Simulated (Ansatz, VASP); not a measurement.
Two plane-wave programs on Sc2InN3

The input INCAR:

```
SYSTEM = Sc2InN3
PREC = Accurate
ENCUT = 600
EDIFF = 1E-6
ISMEAR = 0
SIGMA = 0.1
LREAL = .FALSE.
LASPH = .TRUE.
NELM = 80
ALGO = Normal
ISIF = 3
LWAVE = .FALSE.
LCHARG = .FALSE.
GGA = PE
IBRION = 2
NSW = 90
EDIFFG = -0.04
```

KPOINTS

```
Automatic mesh
0
G
  6 6 2
  0 0 0
```

POSCAR

```
Sc2InN3
1.0
    3.4264760500      0.0000000000      0.0000000000
   -1.7132380200      2.9674153000      0.0000000000
    0.0000000000      0.0000000000      8.3872187400
Sc In N
2 1 3
Direct
    0.3333333300      0.6666666700      0.6559943000
    0.6666666700      0.3333333300      0.3440057000
    0.0000000000      0.0000000000      0.0000000000
    0.3333333300      0.6666666700      0.1659022100
    0.6666666700      0.3333333300      0.8340977900
    0.0000000000      0.0000000000      0.5000000000
```

Input for Ansatz:

```yaml
crystal:
  lattice:
    - [3.42647605, 0.0, 0.0]
    - [-1.71323802, 2.9674153, 0.0]
    - [0.0, 0.0, 8.38721874]
  atoms:
    - { symbol: Sc, position: [0.33333333, 0.66666667, 0.6559943] }
    - { symbol: Sc, position: [0.66666667, 0.33333333, 0.3440057] }
    - { symbol: In, position: [0.0, 0.0, 0.0] }
    - { symbol: "N", position: [0.33333333, 0.66666667, 0.16590221] }
    - { symbol: "N", position: [0.66666667, 0.33333333, 0.83409779] }
    - { symbol: "N", position: [0.0, 0.0, 0.5] }
basis:
  ecutwfc: 420
kpoints:
  mp_grid: { grid: [6, 6, 2] }
hamiltonian:
  xc: pbe
scf:
  occupations: { method: gaussian, width: 0.1 }
  lower_state_search: "off"
output:
  forces: true
  stress: true
  eigenvalues: true
relax:
  adjacent_minimum: "off"
  f_tol: 0.04
  max_steps: 70
  cell: { stress_tol: 0.4 }
```

Change from the starting cell: species swapped into the CaSm2S3 type (P-3m1, No. 164).

Alike in both runs: task relaxation of cell and atoms; functional PBE; k mesh 6 × 6 × 2; occupations gaussian, width 0.1 eV; no spin polarisation.

```csv
,VASP,Ansatz
version,VASP 6.6.1,Ansatz 0.2.0
potentials or method,"VASP PAW PBE potentials, release 64 (Sc_sv, In_d, N)","scalar-relativistic, plane waves, PAW"
plane-wave cutoff (eV),600,420
valence electrons in the cell,50,50
```

Ansatz gave:

```
gap on the k mesh at the Fermi level, each at its own relaxed structure (eV) : 1.04
relaxed volume (Å³/atom)                                                     : 11.99
relaxed cell length with the largest relative difference (Å)                 : 3.249
energy change over the relaxation (meV/atom)                                 : -222
```

Task: Which values does VASP return?

Result: gap on the k mesh at the Fermi level, each at its own relaxed structure (eV): 1.03; relaxed volume (Å³/atom): 12.03; relaxed cell length with the largest relative difference (Å): 3.255; energy change over the relaxation (meV/atom): -216.

Caveats: the volume moved by over 15 % at a fixed basis, so the end points are rough (VASP); spin-orbit coupling is left out, which moves the levels of the heavy elements. A k mesh can miss the band edges.
